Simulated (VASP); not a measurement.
Consider the following.

```
AlNi3
1.0
    3.64078     0.00000     0.00000
    0.00000     3.64078     0.00000
    0.00000     0.00000     3.64078
Al Ni
1 3
Direct
  0.00000   0.00000   0.00000
  0.00000   0.50000   0.50000
  0.50000   0.00000   0.50000
  0.50000   0.50000   0.00000
```
Starting moments (μB, in the order of the record's atoms Al Ni Ni Ni): 0.0 -0.3 -0.3 -0.3.

Method: vdW-DF2, VASP's PBE PAW potentials (set 64) (plane waves; VASP 6.6.1). Numerical set-up: 520 eV cut-off, 8×8×8 Γ-centred mesh, first-order Methfessel-Paxton smearing of 0.10 eV, potentials Al Ni.

Question: Estimate the cell moment, energy per atom (σ→0), band gap (on the k-mesh) with the smallest direct gap where there is one.

Answer: 
The band gap (on the k-mesh) comes out as none (metal, semimetal or under 0.01 eV), the cell moment comes out as -0.74 μB and the energy per atom (σ→0) is -2.439 eV/atom.

Question: Give the moment on each site (PAW-sphere projection).

Answer: 
```csv
site,moment (μB)
Al1,0.01
Ni2,-0.26
Ni3,-0.26
Ni4,-0.26
```

The compound is Ni3Al in the L1_2 structure. It was relaxed first, which changed the volume by +6 %.
